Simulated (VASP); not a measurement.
An input for Ansatz (written as the equivalent of a VASP run, and not itself run):

Ansatz 0.2 input:
```yaml
crystal:
  lattice:
    - [4.1200000, 0.0000000, 0.0000000]
    - [0.0000000, 4.1200000, 0.0000000]
    - [0.0000000, 0.0000000, 4.1200000]
  atoms:
    - { symbol: Cs, position: [0.0000000, 0.0000000, 0.0000000] }
    - { symbol: Cl, position: [0.5000000, 0.5000000, 0.5000000] }
kpoints:
  mp_grid: { grid: [8, 8, 8] }
hamiltonian:
  xc: pbe
  pseudopotentials: { kind: paw }
scf:
  occupations: { method: fermi_dirac, width: 0.05 }
  max_iter: 100
output: { forces: true, stress: true, eigenvalues: true }
```

### Question
Write the VASP files for the same calculation (PBE).

### Answer
This is not unique; one that fits is 
### INCAR
```
SYSTEM = CsCl
PREC = Accurate; ENCUT = 300; LREAL = .False.
LASPH = .True.
EDIFF = 1E-6; NELM = 100; ALGO = Normal
LMAXMIX = 4
ISMEAR = -1; SIGMA = 0.05
GGA = PE
ISIF = 2
LWAVE = .False.; LCHARG = .False.
```

POSCAR:
```
CsCl
1
    4.1200000000     0.0000000000     0.0000000000
    0.0000000000     4.1200000000     0.0000000000
    0.0000000000     0.0000000000     4.1200000000
Cs Cl
1 1
Direct
  0.0000000000   0.0000000000   0.0000000000
  0.5000000000   0.5000000000   0.5000000000
```

KPOINTS:
```
kpoints
0
gamma
  8 8 8
```

POTCAR, in this order: Cs_sv Cl (PBE.64 set). Program: vasp_std.

Limits of the translation: each code has its own PAW files, so the cut-off isn't converted (ENCUT is set for VASP's; basis.ecutwfc is left out, and Ansatz then takes the one that its files recommend); Ansatz stops its SCF on the density residual and VASP on the energy change (EDIFF).

The structure is a typed CsCl crystal (Pm-3m). The cell was not relaxed at this level.
